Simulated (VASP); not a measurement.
The system is SnTe.

```
CELL_PARAMETERS angstrom
0.00000 3.15085 3.15085
3.15085 0.00000 3.15085
3.15085 3.15085 0.00000
ATOMIC_POSITIONS crystal
Sn 0.00000 0.00000 0.00000
Te 0.50000 0.50000 0.50000
```

- Program: VASP 6.6.1
- Task: relaxation of cell and atoms
- Functional: LDA
- Potentials or basis: VASP PAW LDA potentials, release 64 (Sn_d, Te)
- Cutoff: 600 eV
- k mesh: 10 × 10 × 10
- Occupations: gaussian, width 0.03 eV
- Spin: no spin polarisation

At the start: pressure -1.5 GPa; volume 31.28 Å³/atom.

Problem. How do energy, volume and symmetry change on relaxing?

Solution. Over 3 steps the energy falls by 4.2 meV/atom and the volume is 30.36 Å³/atom (-2.9 %); space group Fm-3m (No. 225, to 0.05 Å).

Step by step:
| step | energy change (eV) | largest force (eV/Å) | pressure (GPa) | volume (Å³) |
| --- | --- | --- | --- | --- |
| 1 | 0.0000 | 0.0000 | -1.45 | 62.56 |
| 2 | -0.0073 | 0.0000 | 0.58 | 60.03 |
| 3 | -0.0085 | 0.0000 | 0.00 | 60.72 |

Final structure:
```
Sn Te
1.0
     0.00000    3.11957    3.11957
     3.11957    0.00000    3.11957
     3.11957    3.11957    0.00000
Sn Te
1 1
Direct
  0.00000 0.00000 0.00000
  0.50000 0.50000 0.50000
```
